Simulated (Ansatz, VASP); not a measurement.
## Fe: VASP beside Ansatz

Wanted: the spread between two codes on one cell, functional and k mesh. The cell is taken from a series of VASP runs on this material, whose earlier steps may have relaxed, scaled or displaced it; both programs get it as it stands.

Program: Ansatz 0.2.0. Level of theory: plane waves, with VASP 6.6.1 beside it; relaxation of cell and atoms at PBE. Results are calculated unless marked as measured.

**1. The structure**

It takes space group Im-3m (No. 229, cubic). Conventional cell: a = 2.831 Å, b = 2.831 Å, c = 2.831 Å, α = 90.00°, β = 90.00°, γ = 90.00°. Nearest to Fe lie 8 Fe at 2.45 Å.

**2. VASP: relaxation of cell and atoms, PBE**

The relaxed volume is the usual yardstick between codes: its relative difference is about their pressure difference at one cell divided by the bulk modulus.

Lines of VASP's logs that name or quote its potential files are left out, and so is its time.

Input file INCAR:

```
SYSTEM = Fe
PREC = Accurate
ENCUT = 450
EDIFF = 1E-06
NELM = 100
ISMEAR = 1
SIGMA = 0.15
LREAL = .FALSE.
ALGO = Normal
GGA = PE
NBANDS = 10
ISPIN = 2
MAGMOM = 3
LMAXMIX = 4
LORBIT = 11
LWAVE = .FALSE.
LCHARG = .FALSE.
KPAR = 4
IBRION = 2
NSW = 50
ISIF = 3
EDIFFG = -0.004
```

Input file POSCAR:

```
Fe
1.0
   -1.4154625097      1.4154625097      1.4154625097
    1.4154625097     -1.4154625097      1.4154625097
    1.4154625097      1.4154625097     -1.4154625097
Fe
1
Direct
    0.0000000000      0.0000000000      0.0000000000
```

Input file KPOINTS:

```
Automatic mesh
0
Gamma
22 22 22
0 0 0
```

PAW data sets: Fe (PBE family, release 64).

Command:

```
$ mpirun -np 4 vasp_std
```

Numbers of over 12 decimals in the logs are rounded to 6 here.

The program printed:

```text
[banner, memory and clock lines left out]
running    4 mpi-ranks, on    1 nodes
 distrk:  each k-point on    1 cores,    4 groups
 distr:  one band on    1 cores,    1 groups

 POSCAR found type information on POSCAR Fe
 POSCAR found :  1 types and       1 ions
 LDA part: xc-table for (Slater+PW92), standard interpolation
 POSCAR, INCAR and KPOINTS ok, starting setup
 FFT: planning ... GRIDC
 FFT: planning ... GRID_SOFT
 FFT: planning ... GRID
 WAVECAR not read
 entering main loop
       N       E                     dE             d eps       ncg     rms          rms(c)
DAV:   1     0.156842109197E+02    0.15684E+02   -0.37324E+03 13962   0.876E+02
DAV:   3    -0.912683258258E+01   -0.42683E+00   -0.42490E+00 14548   0.211E+01
DAV:   4    -0.912861961489E+01   -0.17870E-02   -0.17869E-02 14156   0.125E+00
DAV:   5    -0.912863338143E+01   -0.13767E-04   -0.13766E-04 14336   0.107E-01    0.115E+01
DAV:   6    -0.830804141582E+01    0.82059E+00   -0.11448E+01 14330   0.505E+01    0.542E+00
DAV:   7    -0.825150115823E+01    0.56540E-01   -0.65154E-01 14432   0.117E+01    0.323E+00
DAV:   8    -0.824385339084E+01    0.76478E-02   -0.68443E-03 16348   0.614E-01    0.140E+00
DAV:   9    -0.823665444418E+01    0.71989E-02   -0.69423E-03 16774   0.542E-01    0.278E-01
DAV:  10    -0.823671454321E+01   -0.60099E-04   -0.10808E-03 13858   0.397E-01    0.101E-01
DAV:  11    -0.823670937479E+01    0.51684E-05   -0.13563E-04 14292   0.148E-01    0.358E-02
DAV:  12    -0.823670839808E+01    0.97671E-06   -0.35772E-06 13828   0.297E-02
   1 F= -.82367084E+01 E0= -.82365082E+01  d E =-.823671E+01  mag=     2.1948
[...]
2 F= -.82366700E+01 E0= -.82364815E+01  d E =0.383523E-04  mag=     2.1889
[...]
3 F= -.82367117E+01 E0= -.82365141E+01  d E =-.329879E-05  mag=     2.1926
 curvature:  -0.19 expect dE=-0.495E-06 dE for cont linesearch -0.495E-06
 ZBRENT: interpolating
 opt :   0.2225  next Energy=    -8.236712 (dE=-0.359E-05)
 bond charge predicted
       N       E                     dE             d eps       ncg     rms          rms(c)
DAV:   1    -0.823671369576E+01   -0.21715E-05   -0.31552E-05 13336   0.936E-02    0.123E-02
DAV:   2    -0.823671217025E+01    0.15255E-05   -0.16185E-05 12082   0.558E-02    0.115E-02
DAV:   3    -0.823671206362E+01    0.10664E-06   -0.11742E-06  6576   0.158E-02
   4 F= -.82367121E+01 E0= -.82365138E+01  d E =-.366554E-05  mag=     2.1928
 curvature:  -0.11 expect dE=-0.409E-07 dE for cont linesearch -0.409E-07
 trial: gam=-0.06762 g(F)=  0.880E-64 g(S)=  0.368E-06 ort = 0.505E-05 (trialstep = 0.844E+00)
 search vector abs. value=  0.206E-08
 reached required accuracy - stopping structural energy minimisation
```

OUTCAR, selected parts (step 2):

```text
ion  position               nearest neighbor table
   1  0.000  0.000  0.000-

  LATTYP: Found a body centered cubic cell.
 ALAT       =     2.8309250194

 Subroutine GETGRP returns: Found 48 space group operations
 (whereof 48 operations were pure point group operations)

The static configuration has the point symmetry O_h .

 Found    328 irreducible k-points:

   k-points           NKPTS =    328   k-points in BZ     NKDIM =    328   number of bands    NBANDS=     10

   dimension x,y,z NGX =    18 NGY =   18 NGZ =   18
   dimension x,y,z NGXF=    36 NGYF=   36 NGZF=   36

   ENCUT  =  450.0 eV  33.07 Ry    5.75 a.u.   4.24  4.24  4.24*2*pi/ulx,y,z

   NELECT =       8.0000    total number of electrons

 k-points in reciprocal lattice and weights: Automatic mesh
   0.00000000  0.00000000  0.00000000       0.000
   0.04545455  0.00000000  0.00000000       0.001
   0.09090909  0.00000000  0.00000000       0.001
   0.13636364  0.00000000  0.00000000       0.001
   0.18181818  0.00000000  0.00000000       0.001
   0.22727273  0.00000000  0.00000000       0.001
   0.27272727  0.00000000  0.00000000       0.001
   0.31818182  0.00000000  0.00000000       0.001
   0.36363636  0.00000000  0.00000000       0.001
[...]
0.50000000  0.50000000  0.45454545       0.001
   0.50000000  0.50000000  0.50000000       0.000

 average (electrostatic) potential at core
       1 -43.3045

 E-fermi :   5.8215

 spin component 1
 k-point     1 :       0.0000    0.0000    0.0000
  band No.  band energies     occupation
    ...
      2       3.5209      1.00000
      3       3.5209      1.00000
      4       3.5209      1.00000
      5       4.7820      1.00000
      6       4.7820      1.00000
      7      30.8898      0.00000
      8      30.8898      0.00000
      9      30.8898      0.00000
     10      35.9950      0.00000

 k-point     2 :       0.0455    0.0000    0.0000
  band No.  band energies     occupation
    ...
      2       3.4973      1.00000
      3       3.5195      1.00000
      4       3.5670      1.00000
      5       4.7577      1.00000
      6       4.7838      1.00000
      7      30.2962      0.00000
      8      30.7688      0.00000
      9      30.8261      0.00000
     10      35.5718      0.00000

 k-point     3 :       0.0909    0.0000    0.0000
  band No.  band energies     occupation
    ...
      2       3.4290      1.00000
      3       3.5107      1.00000
      4       3.7035      1.00000
      5       4.6957      1.00000
      6       4.7898      1.00000
      7      28.8483      0.00000
      8      30.3452      0.00000
      9      30.6576      0.00000
     10      35.0836      0.00000

 k-point     4 :       0.1364    0.0000    0.0000
  band No.  band energies     occupation
    ...
      2       3.3225      1.00000
      3       3.4831      1.00000
      4       3.9234      1.00000
      5       4.6257      1.00000
      6       4.8005      1.00000
      7      26.9718      0.00000
      8      29.5839      0.00000
      9      30.4329      0.00000
     10      33.6066      0.00000

 k-point     5 :       0.1818    0.0000    0.0000
  band No.  band energies     occupation
    ...
      2       3.1880      1.00000
      3       3.4322      1.00000
      4       4.2148      1.00000
      5       4.5835      1.00000
      6       4.8167      1.00000
      7      24.8977      0.00000
      8      28.6165      0.00000
      9      30.1960      0.00000
     10      32.1105      0.00000

 k-point     6 :       0.2273    0.0000    0.0000
  band No.  band energies     occupation
    ...
      2       3.0374      1.00000
      3       3.3888      1.00000
      4       4.5607      1.00000
      5       4.5892      1.00000
      6       4.8386      1.00000
      7      22.7543      0.00000
      8      27.6058      0.00000
      9      29.9748      0.00000
     10      30.7119      0.00000

  Total       -0.0015947     -0.0015947     -0.0015947     -0.0000000      0.0000000      0.0000000
  in kB       -0.2253925     -0.2253925     -0.2253925     -0.0000000      0.0000000      0.0000000
  external PRESSURE =      -0.2253925 kB  Pullay stress =       0.0000000 kB

  energy-cutoff  :      450.00
  volume of cell :       11.34
      direct lattice vectors                 reciprocal lattice vectors
    -1.415130354  1.415130354  1.415130354     0.000000000  0.353324341  0.353324341
     1.415130354 -1.415130354  1.415130354     0.353324341  0.000000000  0.353324341
     1.415130354  1.415130354 -1.415130354     0.353324341  0.353324341  0.000000000

 POSITION                                       TOTAL-FORCE (eV/Angst)
 -----------------------------------------------------------------------------------
      0.00000      0.00000      0.00000        -0.000000     -0.000000      0.000000
 -----------------------------------------------------------------------------------
    total drift:                                0.000000     -0.000000      0.000000

  FREE ENERGIE OF THE ION-ELECTRON SYSTEM (eV)
  ---------------------------------------------------
  free  energy   TOTEN  =        -8.2367120636 eV

  energy  without entropy=       -8.2361171588  energy(sigma->0) =       -8.23651376

 reached required accuracy - stopping structural energy minimisation

 total charge
# of ion       s       p       d       tot
------------------------------------------
    1        0.488   0.542   6.243   7.273

 magnetization (x)
# of ion       s       p       d       tot
------------------------------------------
    1       -0.014  -0.055   2.257   2.189

[... 6 further parts left out ...]
```

CONTCAR:

```
Fe
   1.00000000000000
    -1.4151303544348126    1.4151303544348126    1.4151303544348126
     1.4151303544348126   -1.4151303544348126    1.4151303544348126
     1.4151303544348126    1.4151303544348126   -1.4151303544348126
  Fe
     1
Direct
     0.0000000000000000    0.0000000000000000    0.0000000000000000
```

(Part 1 of 2 ends here.)

[Lines on the potential files, build, host, timing and source positions are cut from VASP's logs without a mark.]

[Logs are printed without paths, hosts, clocks, repeated set-up lines and the standing remarks that a program may print on its own settings, such as how far it seeks lower states.]

[Hosts, paths, dates, database ids (printed as entryN), source tags and the programs' standing remarks are cut or masked in the printed files.]
